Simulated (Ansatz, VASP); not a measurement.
# Cross-check of ZnO (zincite) between VASP and Ansatz, part 2 of 3

One calculation is typed for both programs; each brings its own data sets. How far apart do they land? The cell is taken from a series of runs on this material, whose earlier steps may have relaxed, scaled, displaced or heated it; both programs get it as it stands.

VASP 6.6.1 and Ansatz 0.2.0.

So far: The starting structure; Ansatz: zone-centre phonons, LDA.

**3. VASP: zone-centre phonons, LDA**

Level of this step: LDA; plane waves and PAW (O, Zn) (VASP).

The same cell, functional (in two slightly different forms) and mesh now go to VASP, with its own data sets.

Lines of VASP's logs that name or quote its potential files are left out, and so is its time.

The input, INCAR:

```
SYSTEM = ZnO
PREC = Accurate
ENCUT = 600
EDIFF = 1E-08
NELM = 120
ISMEAR = 0
SIGMA = 0.01
LREAL = .FALSE.
ALGO = Normal
GGA = CA
NBANDS = 24
LORBIT = 11
LWAVE = .FALSE.
LCHARG = .FALSE.
ISIF = 2
IBRION = 8
LEPSILON = .TRUE.
LASPH = .TRUE.
GGA_COMPAT = .FALSE.
EFERMI = MIDGAP
KPAR = 2
```

The input, POSCAR:

```
ZnO
1.0
    3.1656943098      0.0000000000      0.0000000000
   -1.5828471549      2.7415716929      0.0000000000
    0.0000000000      0.0000000000      5.1190101842
O Zn
2 2
Direct
    0.6666666667      0.3333333333      0.3786656167
    0.3333333333      0.6666666667      0.8786656167
    0.3333333333      0.6666666667      0.5003443833
    0.6666666667      0.3333333333      0.0003443833
```

The input, KPOINTS:

```
Automatic mesh
0
Gamma
15 15 10
0 0 0
```

Potentials, in the order of the species: O and Zn (LDA family, release 64).

Started as:

```sh
$ mpirun -np 2 vasp_std
```

Log:

```text
[banner, memory and clock lines left out]
running    2 mpi-ranks, on    1 nodes
 distrk:  each k-point on    1 cores,    2 groups
 distr:  one band on    1 cores,    1 groups

 POSCAR found type information on POSCAR O Zn
 POSCAR found :  2 types and       4 ions
 LDA part: xc-table for (Slater(with rela. corr.)+CA(PZ))
 , standard interpolation
 POSCAR, INCAR and KPOINTS ok, starting setup
 FFT: planning ... GRIDC
 FFT: planning ... GRID_SOFT
 FFT: planning ... GRID
 WAVECAR not read
 entering main loop
       N       E                     dE             d eps       ncg     rms          rms(c)
DAV:   1     0.299848285930E+03    0.29985E+03   -0.20322E+04  7832   0.246E+03
DAV:   2     0.538016563109E+01   -0.29447E+03   -0.27993E+03  8336   0.459E+02
DAV:   3    -0.237620045683E+02   -0.29142E+02   -0.28904E+02  9064   0.149E+02
DAV:   4    -0.242335250719E+02   -0.47152E+00   -0.47123E+00  8848   0.197E+01
DAV:   5    -0.242364069030E+02   -0.28818E-02   -0.28818E-02  9040   0.150E+00    0.162E+01
DAV:   6    -0.210646471035E+02    0.31718E+01   -0.81600E+00 13320   0.654E+01    0.104E+01
DAV:   7    -0.212047642262E+02   -0.14012E+00   -0.25234E+00  7936   0.175E+01    0.603E+00
DAV:   8    -0.211934034788E+02    0.11361E-01   -0.62716E-01 10576   0.748E+00    0.167E+00
DAV:   9    -0.211418561224E+02    0.51547E-01   -0.12418E-01 12008   0.705E+00    0.323E-01
DAV:  10    -0.211442716036E+02   -0.24155E-02   -0.39985E-02  7856   0.144E+00    0.112E-01
DAV:  11    -0.211441363939E+02    0.13521E-03   -0.74033E-04  9832   0.243E-01    0.239E-02
DAV:  12    -0.211441440071E+02   -0.76132E-05   -0.35332E-05  8280   0.600E-02    0.138E-02
DAV:  13    -0.211441440491E+02   -0.41950E-07   -0.17628E-06 10568   0.408E-02    0.106E-02
DAV:  14    -0.211441423645E+02    0.16846E-05   -0.31511E-06 11728   0.274E-02    0.272E-03
DAV:  15    -0.211441423347E+02    0.29777E-07   -0.75888E-07  8272   0.655E-03    0.105E-03
DAV:  16    -0.211441423181E+02    0.16607E-07   -0.90304E-08  9520   0.250E-03    0.340E-04
DAV:  17    -0.211441423147E+02    0.34306E-08   -0.38483E-09  4384   0.834E-04
   1 F= -.21144142E+02 E0= -.21144142E+02  d E =0.000000E+00
 Linear response reoptimize wavefunctions to high precision
DAV:   1    -0.211441423143E+02    0.34015E-09   -0.76310E-10  4360   0.349E-04
DAV:   2    -0.211441423143E+02    0.48203E-10   -0.57567E-11  4216   0.759E-05
 Linear response G [H, r] |phi>, progress :
  Direction:   1
       N       E                     dE             d eps       ncg     rms
RMM:   1    -0.884994978601E+02   -0.88499E+02    0.40339E+02 16085   0.116E+02
 LRF_COMMUTATOR internal error: the vector H(1)-e(1) S(1) |phi(0)> is not orthog
 onal to |phi(0)> (-1.154386194830367E-004,-3.294586825575152E-014)
 LRF_COMMUTATOR internal error: the vector H(1)-e(1) S(1) |phi(0)> is not orthog
 onal to |phi(0)> (-1.029776697245924E-004,7.532169332691296E-015)
 LRF_COMMUTATOR internal error: the vector H(1)-e(1) S(1) |phi(0)> is not orthog
 onal to |phi(0)> (1.029776699465468E-004,2.333550019884001E-014)
RMM:   2    -0.928233354473E+02   -0.43238E+01   -0.11711E+01 11154   0.391E+01
 LRF_COMMUTATOR internal error: the vector H(1)-e(1) S(1) |phi(0)> is not orthog
 onal to |phi(0)> (-1.154386194970707E-004,-1.472433286409114E-014)
 LRF_COMMUTATOR internal error: the vector H(1)-e(1) S(1) |phi(0)> is not orthog
 onal to |phi(0)> (-1.029776697272153E-004,1.120631365481017E-014)
 LRF_COMMUTATOR internal error: the vector H(1)-e(1) S(1) |phi(0)> is not orthog
 onal to |phi(0)> (1.029776699433271E-004,2.509104035652854E-014)
RMM:   3    -0.933296777430E+02   -0.50634E+00   -0.11359E+00 13699   0.815E+00
RMM:   4    -0.933325473805E+02   -0.28696E-02   -0.18774E-02 13035   0.120E+00
RMM:   5    -0.933327843785E+02   -0.23700E-03   -0.11302E-04 14064   0.277E-01
RMM:   6    -0.933328984852E+02   -0.11411E-03    0.92862E-05 13507   0.513E-02
RMM:   7    -0.933329068356E+02   -0.83505E-05    0.76519E-05 14103   0.131E-02
RMM:   8    -0.933329140645E+02   -0.72289E-05    0.99102E-06 13583   0.339E-03
RMM:   9    -0.933329145229E+02   -0.45844E-06    0.63200E-06 11285   0.118E-03
RMM:  10    -0.933329150104E+02   -0.48750E-06    0.19419E-06  8835   0.619E-04
RMM:  11    -0.933329150769E+02   -0.66474E-07    0.89121E-06  7647   0.474E-04
RMM:  12    -0.933329151040E+02   -0.27067E-07    0.40416E-06  6876   0.448E-04
RMM:  13    -0.933329150671E+02    0.36863E-07    0.72367E-06  6550   0.436E-04
RMM:  14    -0.933329150810E+02   -0.13869E-07    0.10120E-05  6423   0.440E-04
 Linear response G [H, r] |phi>, progress :
  Direction:   2
       N       E                     dE             d eps       ncg     rms
RMM:   1    -0.936426986561E+02   -0.93643E+02    0.31333E+02 15991   0.113E+02
 LRF_COMMUTATOR internal error: the vector H(1)-e(1) S(1) |phi(0)> is not orthog
 onal to |phi(0)> (1.172920529378049E-004,7.457923167919489E-014)
 LRF_COMMUTATOR internal error: the vector H(1)-e(1) S(1) |phi(0)> is not orthog
[...]
RMM:   8    -0.509295292411E+00    0.43359E-08    0.23458E-08  6149   0.116E-04
 change of polarisation eV/A/(eV/A) component  3 :    -0.125    -0.101     1.019
 dielectric tensor                  component  3 :    -0.510    -0.411     5.149
 Linear response to external field, progress :
  Direction:   1
[...]
RMM:   6    -0.509619150742E+00   -0.48775E-03   -0.23488E-05 13309   0.323E-02    0.483E-03
RMM:   7    -0.509710498870E+00   -0.91348E-04   -0.76877E-07 13304   0.675E-03    0.196E-03
RMM:   8    -0.509712769589E+00   -0.22707E-05    0.14117E-08 13544   0.192E-03    0.279E-04
RMM:   9    -0.509712688079E+00    0.81510E-07    0.28675E-08 13468   0.497E-04    0.115E-04
RMM:  10    -0.509713214350E+00   -0.52627E-06    0.38404E-09 11211   0.164E-04    0.204E-05
RMM:  11    -0.509713140227E+00    0.74123E-07   -0.17521E-10  6599   0.572E-05    0.730E-06
 change of polarisation eV/A/(eV/A) component  3 :    -0.123    -0.099     0.982
 dielectric tensor                  component  3 :    -0.502    -0.404     5.001
 Linear response DOF=           4
 Linear response progress:
  Degree of freedom:   1/  4
       N       E                     dE             d eps       ncg     rms          rms(c)
RMM:   1    -0.360257120749E+00   -0.36026E+00    0.56837E-01120414   0.429E+00
RMM:   2    -0.350818098988E+00    0.94390E-02   -0.11124E-02 77228   0.114E+00    0.249E-01
RMM:   3    -0.352071522863E+00   -0.12534E-02   -0.10354E-03 90910   0.253E-01    0.138E-01
RMM:   4    -0.353458049973E+00   -0.13865E-02   -0.32093E-04 78829   0.114E-01    0.179E-02
RMM:   5    -0.353461000682E+00   -0.29507E-05   -0.15194E-05 95111   0.275E-02    0.374E-03
RMM:   6    -0.353371739746E+00    0.89261E-04   -0.10694E-06 79707   0.719E-03    0.992E-04
RMM:   7    -0.353371148838E+00    0.59091E-06   -0.12817E-07 96330   0.197E-03    0.354E-04
RMM:   8    -0.353368795152E+00    0.23537E-05    0.91791E-09 95085   0.406E-04    0.689E-05
RMM:   9    -0.353367659972E+00    0.11352E-05   -0.58274E-10 86372   0.110E-04    0.209E-05
RMM:  10    -0.353368054734E+00   -0.39476E-06   -0.12212E-09 85119   0.588E-05    0.455E-06
RMM:  11    -0.353368122222E+00   -0.67488E-07   -0.30294E-09 96540   0.261E-05    0.220E-06
RMM:  12    -0.353368104448E+00    0.17774E-07   -0.23544E-09 80927   0.156E-05    0.492E-07
RMM:  13    -0.353368100597E+00    0.38519E-08    0.75736E-10 45845   0.132E-05    0.190E-07
 first order change of Fermi-energy  -0.79381E-01
 force on displaced ion       1 direction 1 : -10.038  -0.000   0.000
 Born effective charge ion    1 direction 1 :  -2.060   0.000   0.000
 Linear response progress:
  Degree of freedom:   2/  4
       N       E                     dE             d eps       ncg     rms          rms(c)
RMM:   1    -0.380297399780E+00   -0.38030E+00    0.57254E-01 25391   0.422E+00
RMM:   2    -0.369970662982E+00    0.10327E-01   -0.11137E-02 16062   0.115E+00    0.355E-01
RMM:   3    -0.371014993960E+00   -0.10443E-02   -0.14195E-03 17594   0.289E-01    0.180E-01
RMM:   4    -0.372154936528E+00   -0.11399E-02   -0.42143E-04 16529   0.134E-01    0.423E-02
RMM:   5    -0.372295861049E+00   -0.14092E-03   -0.25053E-05 19755   0.332E-02    0.108E-02
RMM:   6    -0.372167424988E+00    0.12844E-03   -0.70434E-06 17613   0.185E-02    0.280E-03
RMM:   7    -0.372184122351E+00   -0.16697E-04    0.55274E-08 17935   0.527E-03    0.799E-04
RMM:   8    -0.372192691141E+00   -0.85688E-05   -0.23445E-07 18139   0.211E-03    0.486E-04
RMM:   9    -0.372186052727E+00    0.66384E-05    0.66886E-09 16509   0.703E-04    0.664E-05
RMM:  10    -0.372185683494E+00    0.36923E-06    0.11429E-08 20403   0.192E-04    0.337E-05
RMM:  11    -0.372185954549E+00   -0.27105E-06    0.46522E-09 17410   0.729E-05    0.104E-05
RMM:  12    -0.372185867626E+00    0.86922E-07   -0.75238E-09 19790   0.333E-05    0.485E-06
RMM:  13    -0.372185909467E+00   -0.41840E-07   -0.14607E-09 18712   0.221E-05    0.217E-06
RMM:  14    -0.372185927184E+00   -0.17718E-07   -0.90714E-11 18194   0.180E-05    0.640E-07
RMM:  15    -0.372185926104E+00    0.10809E-08   -0.17440E-09 10182   0.155E-05    0.194E-07
 first order change of Fermi-energy   0.16544E+00
 force on displaced ion       1 direction 3 :  -0.000   0.000 -13.746
 Born effective charge ion    1 direction 3 :   0.000   0.000  -2.115
 Linear response progress:
  Degree of freedom:   3/  4
       N       E                     dE             d eps       ncg     rms          rms(c)
RMM:   1    -0.210926211416E+00   -0.21093E+00    0.35052E-02 99095   0.266E+00
RMM:   2    -0.208920932061E+00    0.20053E-02   -0.40957E-03 79668   0.641E-01    0.230E-01
RMM:   3    -0.208698434645E+00    0.22250E-03   -0.19293E-04 94120   0.104E-01    0.137E-01
RMM:   4    -0.208300535594E+00    0.39790E-03   -0.13219E-05 89349   0.353E-02    0.373E-03
RMM:   5    -0.208289692492E+00    0.10843E-04   -0.11935E-06 97967   0.702E-03    0.134E-03
RMM:   6    -0.208287970420E+00    0.17221E-05   -0.18001E-07 90042   0.200E-03    0.253E-04
RMM:   7    -0.208287886197E+00    0.84222E-07    0.41004E-08 98717   0.418E-04    0.117E-04
RMM:   8    -0.208287468503E+00    0.41769E-06    0.43541E-08 94223   0.150E-04    0.215E-05
RMM:   9    -0.208287469232E+00   -0.72912E-09    0.36697E-08 98507   0.537E-05    0.128E-05
 first order change of Fermi-energy   0.11741E+00
 force on displaced ion       3 direction 1 :  -9.386   0.001  -0.000
 Born effective charge ion    3 direction 1 :   2.059  -0.000  -0.000
 Linear response progress:
  Degree of freedom:   4/  4
       N       E                     dE             d eps       ncg     rms          rms(c)
RMM:   1    -0.222879602332E+00   -0.22288E+00    0.36317E-02 21049   0.274E+00
RMM:   2    -0.218461790347E+00    0.44178E-02   -0.43330E-03 16655   0.715E-01    0.224E-01
RMM:   3    -0.218120485232E+00    0.34131E-03   -0.39153E-04 18905   0.137E-01    0.135E-01
RMM:   4    -0.217644645479E+00    0.47584E-03   -0.26033E-04 19643   0.953E-02    0.298E-02
RMM:   5    -0.217567977507E+00    0.76668E-04    0.16874E-05 18296   0.218E-02    0.555E-03
RMM:   6    -0.217577476530E+00   -0.94990E-05   -0.27697E-07 20874   0.704E-03    0.256E-03
RMM:   7    -0.217580908059E+00   -0.34315E-05    0.37082E-06 18553   0.316E-03    0.788E-04
RMM:   8    -0.217581820702E+00   -0.91264E-06   -0.11976E-06 20561   0.102E-03    0.211E-04
RMM:   9    -0.217581712925E+00    0.10778E-06   -0.25465E-07 20220   0.316E-04    0.618E-05
RMM:  10    -0.217581827433E+00   -0.11451E-06    0.90639E-08 19396   0.109E-04    0.151E-05
RMM:  11    -0.217581836281E+00   -0.88486E-08   -0.74106E-08 20670   0.472E-05    0.331E-06
 first order change of Fermi-energy  -0.16562E+00
 force on displaced ion       3 direction 3 :   0.000  -0.000 -13.566
 Born effective charge ion    3 direction 3 :  -0.000  -0.000   2.115
 Born effective charges drift removed
 Linear response finished
```

(Part 2 of 3 ends here.)

[Lines on the potential files, build, host, timing and source positions are cut from VASP's logs without a mark.]

[Logs are printed without paths, hosts, clocks, repeated set-up lines and the standing remarks that a program may print on its own settings, such as how far it seeks lower states.]

[Hosts, paths, dates, database ids (printed as entryN), source tags and the programs' standing remarks are cut or masked in the printed files.]
